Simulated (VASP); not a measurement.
Input of a VASP 6.6.1 run:

File POSCAR:

```
LuN3
1.0
    3.5570690000      0.0000000000      0.0000000000
    0.0000000000      3.5570690000      0.0000000000
    0.0000000000      0.0000000000      3.5570690000
Lu N
1 3
Direct
    0.0000000000      0.0000000000      0.0000000000
    0.0000000000      0.5000000000      0.5000000000
    0.5000000000      0.0000000000      0.5000000000
    0.5000000000      0.5000000000      0.0000000000
```

File INCAR.step1:

```
SYSTEM = LuN3
PREC = Accurate
ENCUT = 520
ISMEAR = -1
SIGMA = 0.1
LREAL = .False.
LASPH = .True.
NELM = 80
NBANDS = 28
GGA = PE
ALGO = Normal
EDIFF = 1E-4
LWAVE = .True.
LCHARG = .False.
```

Contents of INCAR.step2:

```
SYSTEM = LuN3
PREC = Accurate
ENCUT = 520
EDIFF = 1E-7
ISMEAR = -1
SIGMA = 0.1
LREAL = .False.
LASPH = .True.
NELM = 80
ALGO = Normal
ISIF = 2
LWAVE = .False.
LCHARG = .False.
METAGGA = R2SCAN
LMIXTAU = .True.
NBANDS = 28
ISTART = 1
```

File KPOINTS:

```
Automatic mesh
0
Gamma
  9 9 9
  0 0 0
```

Potentials or basis: VASP PAW PBE potentials, release 64 (Lu, N).

Run with:

```console
$ cat potpaw_PBE.64/Lu/POTCAR potpaw_PBE.64/N/POTCAR > POTCAR
$ cp INCAR.step1 INCAR
$ mpirun -np 1 vasp_std > vasp.out
$ cp INCAR.step2 INCAR
$ mpirun -np 1 vasp_std > vasp.out
```

(1) Estimate the pressure.

(2) Predict the band gap on the k mesh.

Results:

(1) -18.4 GPa.

(2) none (metal or under the smearing width).

Caveat: so large a pressure means that the cell lies far from this level's equilibrium, or that cutoff or potentials fall short; the potentials were made for another functional, which shifts forces and pressure.
